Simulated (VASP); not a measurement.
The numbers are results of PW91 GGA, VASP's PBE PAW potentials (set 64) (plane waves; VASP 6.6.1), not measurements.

Input for VASP

**POSCAR**
```
Pt
2.8135540
  0.0000000000   0.7071067114   0.7071067114
  0.7071067114   0.0000000000   0.7071067114
  0.7071067114   0.7071067114   0.0000000000
Pt
1
direct
  0.0000000000   0.0000000000   0.0000000000
```

INCAR:
```
SYSTEM = Pt
PREC = Accurate; ENCUT = 520; LREAL = .FALSE.
LASPH = .TRUE.
EDIFF = 1E-7; NELM = 100; ALGO = Normal
LMAXMIX = 6
ISMEAR = 1; SIGMA = 0.1
GGA = 91
ISIF = 2
LWAVE = .FALSE.; LCHARG = .FALSE.
```

### KPOINTS
```
Automatic mesh
0
Gamma
16 16 16
0 0 0
```

POTCAR, in this order: Pt (PBE.64 set). Program: vasp_std.

The resulting files:

File OUTCAR:
```
 ion  position               nearest neighbor table
   1  0.000  0.000  0.000-
  LATTYP: Found a face centered cubic cell.
 ALAT       =     3.9789658326
 Subroutine PRICEL returns:
 Original cell was already a primitive cell.
 Subroutine GETGRP returns: Found 48 space group operations
The static configuration has the point symmetry O_h .
The dynamic configuration has the point symmetry O_h .
 Subroutine INISYM returns: Found 48 space group operations
 Subroutine IBZKPT returns following result:
 Found    145 irreducible k-points:

 Following reciprocal coordinates:
            Coordinates               Weight
  0.000000  0.000000  0.000000      1.000000
  0.062500  0.000000  0.000000      8.000000
  0.125000  0.000000  0.000000      8.000000
  0.187500  0.000000  0.000000      8.000000
  0.250000  0.000000  0.000000      8.000000
  0.312500  0.000000  0.000000      8.000000
  0.375000  0.000000  0.000000      8.000000
  0.437500  0.000000  0.000000      8.000000
  0.500000  0.000000  0.000000      4.000000
  0.062500  0.062500  0.000000      6.000000
  0.125000  0.062500  0.000000     24.000000
  0.187500  0.062500  0.000000     24.000000
  0.250000  0.062500  0.000000     24.000000
  0.312500  0.062500  0.000000     24.000000
  0.375000  0.062500  0.000000     24.000000
  0.437500  0.062500  0.000000     24.000000
  0.500000  0.062500  0.000000     24.000000
 -0.437500  0.062500  0.000000     24.000000
 -0.375000  0.062500  0.000000     24.000000
 -0.312500  0.062500  0.000000     24.000000
 -0.250000  0.062500  0.000000     24.000000
 -0.187500  0.062500  0.000000     24.000000
 -0.125000  0.062500  0.000000     24.000000
 -0.062500  0.062500  0.000000     12.000000
  0.125000  0.125000  0.000000      6.000000
...
```

**OSZICAR**
```
       N       E                     dE             d eps       ncg     rms          rms(c)
DAV:   1     0.365181704889E+02    0.36518E+02   -0.55183E+03  2754   0.103E+03
DAV:   2    -0.609122753141E+01   -0.42609E+02   -0.40371E+02  2786   0.185E+02
DAV:   3    -0.652452343857E+01   -0.43330E+00   -0.42938E+00  3108   0.191E+01
DAV:   4    -0.652585708562E+01   -0.13336E-02   -0.13336E-02  3048   0.109E+00
DAV:   5    -0.652586590129E+01   -0.88157E-05   -0.88163E-05  2969   0.811E-02    0.116E+01
DAV:   6    -0.613764268787E+01    0.38822E+00   -0.10901E+00  2656   0.938E+00    0.584E+00
DAV:   7    -0.609994569306E+01    0.37697E-01   -0.15577E-01  2803   0.343E+00    0.238E+00
DAV:   8    -0.609665265959E+01    0.32930E-02   -0.49942E-03  2823   0.702E-01    0.559E-01
DAV:   9    -0.609642654395E+01    0.22612E-03   -0.15918E-04  2769   0.129E-01    0.138E-02
DAV:  10    -0.609643086552E+01   -0.43216E-05   -0.25230E-06  3055   0.137E-02    0.309E-03
DAV:  11    -0.609643091744E+01   -0.51927E-07   -0.55523E-08  2252   0.238E-03
   1 F= -.60964309E+01 E0= -.60960962E+01  d E =-.100415E-02
```

**OUTCAR**
```
------------------------ aborting loop because EDIFF is reached ----------------------------------------
  FORCE on cell =-STRESS in cart. coord.  units (eV):
  Direction    XX          YY          ZZ          XY          YZ          ZX
  --------------------------------------------------------------------------------------
  Total        0.0006775      0.0006775      0.0006775      0.0000000      0.0000000      0.0000000
  in kB        0.0689205      0.0689205      0.0689205      0.0000000      0.0000000      0.0000000
  external PRESSURE =       0.0689205 kB  Pullay stress =       0.0000000 kB
  volume of cell :       15.75
      direct lattice vectors                 reciprocal lattice vectors
     0.000000000  1.989482916  1.989482916    -0.251321585  0.251321585  0.251321585
     1.989482916  0.000000000  1.989482916     0.251321585 -0.251321585  0.251321585
     1.989482916  1.989482916  0.000000000     0.251321585  0.251321585 -0.251321585
 POSITION                                       TOTAL-FORCE (eV/Angst)
 -----------------------------------------------------------------------------------
      0.00000      0.00000      0.00000        -0.000000      0.000000      0.000000
 -----------------------------------------------------------------------------------
    total drift:                               -0.000000      0.000000     -0.000000
  FREE ENERGIE OF THE ION-ELECTRON SYSTEM (eV)
  ---------------------------------------------------
  free  energy   TOTEN  =        -6.0964309174 eV

  energy  without entropy=       -6.0954267644  energy(sigma->0) =       -6.09609620
```
(Selected blocks of OUTCAR.)

The compound is Pt in the fcc structure. It was relaxed first.
